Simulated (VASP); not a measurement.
```yaml
crystal:
  lattice:
    - [4.40979, 0.00000, 0.00000]
    - [0.00000, 4.40979, 0.00000]
    - [0.00000, 0.00000, 2.87738]
  atoms:
    - { symbol: Mn, position: [0.00000, 0.00000, 0.00000], spin: 2.6 }
    - { symbol: Mn, position: [0.50000, 0.50000, 0.50000], spin: -2.6 }
    - { symbol: O, position: [0.30439, 0.30439, 0.00000], spin: -0.1 }
    - { symbol: O, position: [0.80439, 0.19561, 0.50000], spin: 0.1 }
    - { symbol: O, position: [0.19561, 0.80439, 0.50000], spin: 0.1 }
    - { symbol: O, position: [0.69561, 0.69561, 0.00000], spin: -0.1 }
```

Computed with TPSS meta-GGA, VASP's PBE PAW potentials (set 64) (plane waves; VASP 6.6.1). Numerical set-up: 520 eV cut-off, 8×8×12 Γ-centred mesh, tetrahedra with Blöchl corrections, potentials Mn_pv O.

Task: Predict the cell moment, energy per atom (σ→0), band gap (over mesh and band path) with the smallest direct gap where there is one.

Result: 
```yaml
band gap (over mesh and band path): none (metal, semimetal or under 0.01 eV)
cell_moment: 0.00 μB
energy per atom (σ→0): -12.011 eV/atom
```

Task: Give the moment on each site (PAW-sphere projection).

Result: 
```
site  moment (μB)
----  -----------
Mn1          2.57
Mn2         -2.57
O3          -0.06
O4           0.06
O5           0.06
O6          -0.06
```

The compound is MnO2 in the rutile structure. It was relaxed first.
